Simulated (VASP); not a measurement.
Method: optB88-vdW, VASP's PBE PAW potentials (set 64) (plane waves; VASP).

A VASP calculation is set up with these files.

### POSCAR
```
ZrB2
1
    1.5837116038    -2.7430694310     0.0000000000
    1.5837116038     2.7430694310     0.0000000000
    0.0000000000     0.0000000000     3.5656672452
Zr B
1 2
Direct
  0.0000000000   0.0000000000   0.0000000000
  0.3333330000   0.6666670000   0.5000000000
  0.6666670000   0.3333330000   0.5000000000
```

### INCAR
```
# general
SYSTEM  =ZrB2
PREC    =Accurate
ENCUT   =520
LREAL   =.FALSE.
LASPH   =.TRUE.

# electronic loop
EDIFF   =1E-7
NELM    =100
ALGO    =Normal
LMAXMIX =4

# smearing
ISMEAR  =1
SIGMA   =0.1

# functional
GGA     =BO
LUSE_VDW=.TRUE.
AGGAC   =0.0
PARAM1  =0.1833333333
PARAM2  =0.22

# ions
IBRION  =2
NSW     =30
ISIF    =4
EDIFFG  =-0.01

# output
LWAVE   =.FALSE.
LCHARG  =.FALSE.
```

**KPOINTS**
```
kpoints
0
Gamma
11 11 9
```

POTCAR, in this order: Zr_sv B (PBE.64 set). Program: vasp_std.

What VASP printed:

**OUTCAR**
```
 ion  position               nearest neighbor table
   1  0.000  0.000  0.000-   2 2.55   3 2.55   2 2.55   3 2.55   3 2.55   3 2.55   2 2.55   2 2.55
                             3 2.55   3 2.55   2 2.55   2 2.55
   2  0.333  0.667  0.500-   3 1.83   3 1.83   3 1.83   1 2.55   1 2.55   1 2.55   1 2.55   1 2.55
                             1 2.55
   3  0.667  0.333  0.500-   2 1.83   2 1.83   2 1.83   1 2.55   1 2.55   1 2.55   1 2.55   1 2.55
                             1 2.55
  LATTYP: Found a hexagonal cell.
 ALAT       =     3.1674236135
 C/A-ratio  =     1.1257310926
 Subroutine PRICEL returns:
 Original cell was already a primitive cell.
 Subroutine GETGRP returns: Found 24 space group operations
The static configuration has the point symmetry D_6h.
The dynamic configuration has the point symmetry D_6h.
 Subroutine INISYM returns: Found 24 space group operations
 Subroutine IBZKPT returns following result:
 Found     80 irreducible k-points:

 Following reciprocal coordinates:
            Coordinates               Weight
  0.000000  0.000000  0.000000      1.000000
  0.090909 -0.000000  0.000000      6.000000
  0.181818  0.000000  0.000000      6.000000
  0.272727  0.000000  0.000000      6.000000
  0.363636 -0.000000  0.000000      6.000000
  0.454545  0.000000  0.000000      6.000000
  0.090909  0.090909  0.000000      6.000000
  0.181818  0.090909  0.000000     12.000000
  0.272727  0.090909  0.000000     12.000000
  0.363636  0.090909  0.000000     12.000000
  0.454545  0.090909  0.000000      6.000000
  0.181818  0.181818  0.000000      6.000000
  0.272727  0.181818  0.000000     12.000000
  0.363636  0.181818  0.000000     12.000000
  0.272727  0.272727  0.000000      6.000000
  0.363636  0.272727  0.000000      6.000000
  0.000000  0.000000  0.111111      2.000000
  0.090909 -0.000000  0.111111     12.000000
  0.181818  0.000000  0.111111     12.000000
  0.272727  0.000000  0.111111     12.000000
  0.363636 -0.000000  0.111111     12.000000
  0.454545  0.000000  0.111111     12.000000
  0.090909  0.090909  0.111111     12.000000
  0.181818  0.090909  0.111111     24.000000
  0.272727  0.090909  0.111111     24.000000
  0.363636  0.090909  0.111111     24.000000
  0.454545  0.090909  0.111111     12.000000
  0.181818  0.181818  0.111111     12.000000
  0.272727  0.181818  0.111111     24.000000
  0.363636  0.181818  0.111111     24.000000
  0.272727  0.272727  0.111111     12.000000
  0.363636  0.272727  0.111111     12.000000
  0.000000  0.000000  0.222222      2.000000
  0.090909 -0.000000  0.222222     12.000000
  0.181818  0.000000  0.222222     12.000000
  0.272727  0.000000  0.222222     12.000000
  0.363636 -0.000000  0.222222     12.000000
  0.454545  0.000000  0.222222     12.000000
  0.090909  0.090909  0.222222     12.000000
  0.181818  0.090909  0.222222     24.000000
   k-points           NKPTS =     80   k-points in BZ     NKDIM =     80   number of bands    NBANDS=     13
   number of dos      NEDOS =    301   number of ions     NIONS =      3
   total plane-waves  NPLWV =  16128
   dimension x,y,z NGX =    24 NGY =   24 NGZ =   28
   dimension x,y,z NGXF=    48 NGYF=   48 NGZF=   56
   ions per type =               1   2
   PREC   = accura    normal or accurate (medium, high low for compatibility)
   ISTART =      0    job   : 0-new  1-cont  2-samecut
   ICHARG =      2    charge: 1-file 2-atom 10-const
   ISPIN  =      1    spin polarized calculation?
   LNONCOLLINEAR =      F non collinear calculations
   LSORBIT =      F    spin-orbit coupling
   INIWAV =      1    electr: 0-lowe 1-rand  2-diag
   ENCUT  =  520.0 eV  38.22 Ry    6.18 a.u.   5.89  5.89  6.63*2*pi/ulx,y,z
...
```

File OSZICAR:
```
       N       E                     dE             d eps       ncg     rms          rms(c)
DAV:   1     0.116537481964E+03    0.11654E+03   -0.99736E+03  2080   0.138E+03
DAV:   2    -0.176426797371E+02   -0.13418E+03   -0.12951E+03  2410   0.337E+02
DAV:   3    -0.234026876618E+02   -0.57600E+01   -0.57235E+01  3367   0.609E+01
DAV:   4    -0.235457747349E+02   -0.14309E+00   -0.14303E+00  2653   0.857E+00
DAV:   5    -0.235487085557E+02   -0.29338E-02   -0.29338E-02  3185   0.103E+00    0.206E+01
DAV:   6    -0.207332622221E+02    0.28154E+01   -0.85451E+00  2510   0.200E+01    0.822E+00
DAV:   7    -0.207155122950E+02    0.17750E-01   -0.91614E-01  3186   0.609E+00    0.311E+00
DAV:   8    -0.207207538057E+02   -0.52415E-02   -0.10589E-01  2492   0.310E+00    0.773E-01
DAV:   9    -0.207172277395E+02    0.35261E-02   -0.19822E-02  2661   0.115E+00    0.133E-01
DAV:  10    -0.207172112701E+02    0.16469E-04   -0.93630E-04  2706   0.269E-01    0.467E-02
DAV:  11    -0.207172321889E+02   -0.20919E-04   -0.41046E-05  2730   0.734E-02    0.173E-02
DAV:  12    -0.207172326131E+02   -0.42422E-06   -0.54153E-06  2642   0.248E-02    0.361E-03
DAV:  13    -0.207172325613E+02    0.51792E-07   -0.36770E-07  2516   0.607E-03
   1 F= -.20717233E+02 E0= -.20717230E+02  d E =-.207172E+02
       N       E                     dE             d eps       ncg     rms          rms(c)
DAV:   1    -0.207173946152E+02   -0.16200E-03   -0.87402E-03  2200   0.937E-01    0.658E-02
DAV:   2    -0.207173184027E+02    0.76212E-04   -0.19722E-04  2345   0.118E-01    0.364E-02
DAV:   3    -0.207172859053E+02    0.32497E-04   -0.87871E-05  2405   0.830E-02    0.734E-03
DAV:   4    -0.207172857587E+02    0.14660E-06   -0.18656E-06  2326   0.124E-02    0.337E-03
DAV:   5    -0.207172857401E+02    0.18617E-07   -0.75685E-08  1730   0.290E-03
   2 F= -.20717286E+02 E0= -.20717292E+02  d E =-.531788E-04
```

### OUTCAR
```
------------------------ aborting loop because EDIFF is reached ----------------------------------------
  FORCE on cell =-STRESS in cart. coord.  units (eV):
  Direction    XX          YY          ZZ          XY          YZ          ZX
  --------------------------------------------------------------------------------------
  Total       -0.0184693     -0.0184693     -0.0153810      0.0000000      0.0000000      0.0000000
  in kB       -0.9551627     -0.9551630     -0.7954464      0.0000000      0.0000000      0.0000000
  external PRESSURE =      -0.9019240 kB  Pullay stress =       0.0000000 kB
  volume of cell :       30.98
      direct lattice vectors                 reciprocal lattice vectors
     1.584571135 -2.744558183 -0.000000000     0.315542792 -0.182178685  0.000000000
     1.584571135  2.744558183  0.000000000     0.315542792  0.182178685  0.000000000
    -0.000000000 -0.000000000  3.561799991    -0.000000000 -0.000000000  0.280756921
 POSITION                                       TOTAL-FORCE (eV/Angst)
 -----------------------------------------------------------------------------------
     -0.00000     -0.00000      3.56180         0.000000     -0.000000      0.000000
      1.58457      0.91485      1.78090        -0.000000      0.000000      0.000000
      1.58457     -0.91485      1.78090         0.000000     -0.000000     -0.000000
 -----------------------------------------------------------------------------------
    total drift:                                0.000000     -0.000000      0.000000
  FREE ENERGIE OF THE ION-ELECTRON SYSTEM (eV)
  ---------------------------------------------------
  free  energy   TOTEN  =       -20.7172857401 eV

  energy  without entropy=      -20.7173041846  energy(sigma->0) =      -20.71729189

 reached required accuracy - stopping structural energy minimisation
```
(Selected blocks of OUTCAR.)

File CONTCAR:
```
ZrB2
   1.00000000000000
     1.5845711345707867   -2.7445581825313314   -0.0000000000000000
     1.5845711345707867    2.7445581825313314    0.0000000000000000
    -0.0000000000000000   -0.0000000000000000    3.5617999908527849
  Zr              B
     1     2
Direct
     0.0000000000000000    0.0000000000000000    1.0000000000000000
     0.3333330000000032    0.6666669999999968    0.5000000000000000
     0.6666669999999968    0.3333330000000032    0.5000000000000000
```

The compound is ZrB2 in the AlB2 type structure. This run relaxes it. Symmetry was kept, so distortions that lower it aren't found.
